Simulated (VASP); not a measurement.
OSZICAR of a VASP run on NaF (rock salt):

File OSZICAR:
```
       N       E                     dE             d eps       ncg     rms          rms(c)
DAV:   1     0.119325357887E+03    0.11933E+03   -0.89220E+03  1046   0.170E+03
DAV:   2    -0.227912503292E+01   -0.12160E+03   -0.11148E+03  1120   0.390E+02
DAV:   3    -0.939882198060E+01   -0.71197E+01   -0.70891E+01  1178   0.935E+01
DAV:   4    -0.947160868264E+01   -0.72787E-01   -0.72775E-01  1166   0.103E+01
DAV:   5    -0.947241406151E+01   -0.80538E-03   -0.80537E-03  1154   0.111E+00    0.542E+00
DAV:   6    -0.858097149752E+01    0.89144E+00   -0.39097E+00  1242   0.186E+01    0.188E+00
DAV:   7    -0.856899162435E+01    0.11980E-01   -0.31709E-02  1052   0.264E+00    0.105E+00
DAV:   8    -0.857019373547E+01   -0.12021E-02   -0.30661E-02  1052   0.458E+00    0.127E-01
DAV:   9    -0.857114680332E+01   -0.95307E-03   -0.44360E-03  1154   0.718E-01    0.982E-02
DAV:  10    -0.857103681900E+01    0.10998E-03   -0.63769E-04  1100   0.340E-01    0.959E-03
DAV:  11    -0.857103486217E+01    0.19568E-05   -0.17661E-05  1175   0.960E-02    0.358E-03
DAV:  12    -0.857103511122E+01   -0.24905E-06   -0.14864E-06  1082   0.256E-02    0.154E-03
DAV:  13    -0.857103476273E+01    0.34849E-06   -0.27261E-07  1079   0.627E-03    0.348E-04
DAV:  14    -0.857103474749E+01    0.15243E-07   -0.13578E-08   637   0.262E-03
   1 F= -.85710347E+01 E0= -.85710347E+01  d E =-.169595E-18
```

Which electronic solver shows in the log?

It is blocked Davidson (ALGO = Normal, or the opening steps of other solvers). The INCAR had ALGO = Normal.

Can the final energy be trusted as converged?

The run converged. It stopped with EDIFF = 1E-7, NELM = 100 (PBE GGA, plane waves, VASP's PBE PAW potentials (set 64)).

The compound is NaF in the rock salt structure. It was relaxed first.
